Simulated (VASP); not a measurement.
All values below come from PBE GGA, VASP's PBE PAW potentials (set 64) (plane waves; VASP).

VASP ran on this input.

### KPOINTS
```
k-points along high-symmetry lines
15
Line-mode
Reciprocal
  0.000000   0.000000   0.000000 ! GAMMA
  0.000000   0.500000   0.000000 ! X

  0.000000   0.500000   0.000000 ! X
  0.500000   0.500000   0.000000 ! M

  0.500000   0.500000   0.000000 ! M
  0.000000   0.000000   0.000000 ! GAMMA

  0.000000   0.000000   0.000000 ! GAMMA
  0.500000   0.500000   0.500000 ! R

  0.500000   0.500000   0.500000 ! R
  0.000000   0.500000   0.000000 ! X

  0.500000   0.500000   0.500000 ! R
  0.500000   0.500000   0.000000 ! M
```

INCAR:
```
SYSTEM = Ni3Fe
PREC = Accurate; ENCUT = 520; LREAL = F
LASPH = T; ICHARG = 11
EDIFF = 1E-7; NELM = 100; ALGO = Normal
LMAXMIX = 4
ISMEAR = 0; SIGMA = 0.05
GGA = PE
MAGMOM = 2.9 3*0.6
ISPIN = 2
LWAVE = F; LCHARG = F; LORBIT = 11
```

File POSCAR:
```
Ni3Fe
1.0
  3.5437987551   0.0000000000   0.0000000000
  0.0000000000   3.5437987551   0.0000000000
  0.0000000000   0.0000000000   3.5437987551
Fe Ni
1 3
Cart
  0.0000000000   0.0000000000   0.0000000000
  0.0000000000   1.7718993776   1.7718993776
  1.7718993776   0.0000000000   1.7718993776
  1.7718993776   1.7718993776   0.0000000000
```

POTCAR, in this order: Fe Ni (PBE.64 set). Program: vasp_std. Read from the step before: CHGCAR.

Output

### OUTCAR
```
 ion  position               nearest neighbor table
   1  0.000  0.000  0.000-   2 2.51   3 2.51   4 2.51   2 2.51   3 2.51   2 2.51   4 2.51   2 2.51
                             3 2.51   4 2.51   3 2.51   4 2.51
   2  0.000  0.500  0.500-   1 2.51   3 2.51   4 2.51   1 2.51   4 2.51   1 2.51   3 2.51   1 2.51
                             3 2.51   4 2.51   4 2.51   3 2.51
   3  0.500  0.000  0.500-   1 2.51   2 2.51   4 2.51   1 2.51   4 2.51   2 2.51   4 2.51   4 2.51
                             1 2.51   2 2.51   1 2.51   2 2.51
   4  0.500  0.500  0.000-   1 2.51   2 2.51   3 2.51   2 2.51   3 2.51   1 2.51   3 2.51   3 2.51
                             1 2.51   2 2.51   2 2.51   1 2.51
  LATTYP: Found a simple cubic cell.
 ALAT       =     3.5437987551
 Subroutine PRICEL returns:
 Original cell was already a primitive cell.
 Subroutine GETGRP returns: Found 48 space group operations
The static configuration has the point symmetry O_h .
The dynamic configuration has the point symmetry O_h .
The overall configuration has the point symmetry O_h .
 Subroutine INISYM returns: Found 48 space group operations
   k-points           NKPTS =     90   k-points in BZ     NKDIM =     90   number of bands    NBANDS=     25
   number of dos      NEDOS =    301   number of ions     NIONS =      4
   total plane-waves  NPLWV =  21952
   dimension x,y,z NGX =    28 NGY =   28 NGZ =   28
   dimension x,y,z NGXF=    56 NGYF=   56 NGZF=   56
   ions per type =               1   3
   PREC   = accura    normal or accurate (medium, high low for compatibility)
...
```

OSZICAR:
```
       N       E                     dE             d eps       ncg     rms          rms(c)
DAV:   1     0.233940953764E+03    0.23394E+03   -0.17904E+04  9240   0.217E+03
DAV:   2    -0.109761825185E+02   -0.24492E+03   -0.23646E+03  9097   0.365E+02
DAV:   3    -0.231832746774E+02   -0.12207E+02   -0.11583E+02  9295   0.112E+02
DAV:   4    -0.233559466450E+02   -0.17267E+00   -0.17211E+00  9912   0.131E+01
DAV:   5    -0.233609506698E+02   -0.50040E-02   -0.50035E-02 12554   0.177E+00
DAV:   6    -0.233610763896E+02   -0.12572E-03   -0.12572E-03 10709   0.257E-01
DAV:   7    -0.233610791761E+02   -0.27866E-05   -0.27877E-05 12649   0.349E-02
DAV:   8    -0.233610792273E+02   -0.51149E-07   -0.50086E-07  7699   0.431E-03
   1 F= -.23361079E+02 E0= -.23358745E+02  d E =-.466772E-02  mag=     4.7091
```

### OUTCAR
```



 magnetization (x)

# of ion       s       p       d       tot
------------------------------------------
    1        0.011   0.005   2.888   2.904
    2       -0.020  -0.036   0.734   0.678
    3       -0.020  -0.036   0.734   0.678
    4       -0.020  -0.036   0.734   0.678
--------------------------------------------------
tot         -0.048  -0.103   5.089   4.939
```
(Selected blocks of OUTCAR.)

**OUTCAR**
```
 val. band max:        8.6586607402   @ k =   0.3571   0.3571   0.3571

 cond. band min:       8.6633113568   @ k =   0.1071   0.5000   0.0000



 spin component 1

 k-point     1 :       0.0000    0.0000    0.0000
  band No.  band energies     occupation
      1      -0.4861      1.00000
      2       3.2958      1.00000
      3       3.2958      1.00000
      4       3.9709      1.00000
      5       4.0362      1.00000
      6       4.0362      1.00000
      7       4.0362      1.00000
      8       5.8998      1.00000
      9       5.8998      1.00000
     10       5.8998      1.00000
     11       6.9179      1.00000
     12       6.9179      1.00000
     13       7.7499      1.00000
     14       7.7499      1.00000
     15       7.7977      1.00000
     16       7.8688      1.00000
     17       7.8688      1.00000
     18       7.8688      1.00000
     19       7.9728      1.00000
     20       7.9728      1.00000
     21       7.9728      1.00000
     22      10.8381      0.00000
     23      10.8381      0.00000
     24      10.8381      0.00000
     25      17.4394      0.00000

 k-point     2 :       0.0000    0.0357    0.0000
  band No.  band energies     occupation
      1      -0.4696      1.00000
      2       3.3014      1.00000
      3       3.3037      1.00000
      4       3.9770      1.00000
      5       4.0412      1.00000
      6       4.0419      1.00000
      7       4.0419      1.00000
      8       5.8939      1.00000
      9       5.9042      1.00000
     10       5.9042      1.00000
     11       6.9117      1.00000
     12       6.9198      1.00000
     13       7.7425      1.00000
     14       7.7466      1.00000
     15       7.7924      1.00000
     16       7.8410      1.00000
     17       7.8410      1.00000
     18       7.8688      1.00000
     19       7.9514      1.00000
     20       7.9514      1.00000
     21       7.9728      1.00000
     22      10.7436      0.00000
...
```

The density is held fixed in this step, so its total energy and stress have no physical meaning.

The compound is Ni3Fe in the L1_2 structure. It was relaxed first.
